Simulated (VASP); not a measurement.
The system is InAs.

```xyz
2
Lattice="0.0000 3.0180 3.0180 3.0180 0.0000 3.0180 3.0180 3.0180 0.0000" Properties=species:S:1:pos:R:3 pbc="T T T"
In    0.0000    0.0000    0.0000
As    1.5090    1.5090    1.5090
```

| Item | Value |
| --- | --- |
| Program | VASP 6.6.1 |
| Task | relaxation of cell and atoms |
| Functional | PBEsol |
| Potentials or basis | VASP PAW PBE potentials, release 64 (In_d, As) |
| Cutoff | 600 eV |
| k mesh | 10 × 10 × 10 |
| Occupations | gaussian, width 0.03 eV |
| Spin | no spin polarisation |

At the start: pressure 1.6 GPa; volume 27.49 Å³/atom.

Question: Where does the relaxation end?

Answer: Over 3 steps the energy falls by 3.7 meV/atom and the volume is 28.25 Å³/atom (+2.8 %); space group F-43m (No. 216, to 0.05 Å).

Step by step:
```tsv
step	energy change (eV)	largest force (eV/Å)	pressure (GPa)	volume (Å³)
1	0.0000	0.0000	1.62	54.98
2	-0.0059	0.0000	-0.70	57.21
3	-0.0075	0.0000	0.01	56.49
```

Final structure:
```
In As
1.0
     0.00000    3.04545    3.04545
     3.04545    0.00000    3.04545
     3.04545    3.04545    0.00000
In As
1 1
Cartesian
  0.0000 0.0000 0.0000
  1.5227 1.5227 1.5227
```

Caveat: the PAW data sets were made with another functional, which shifts forces and pressure a little.
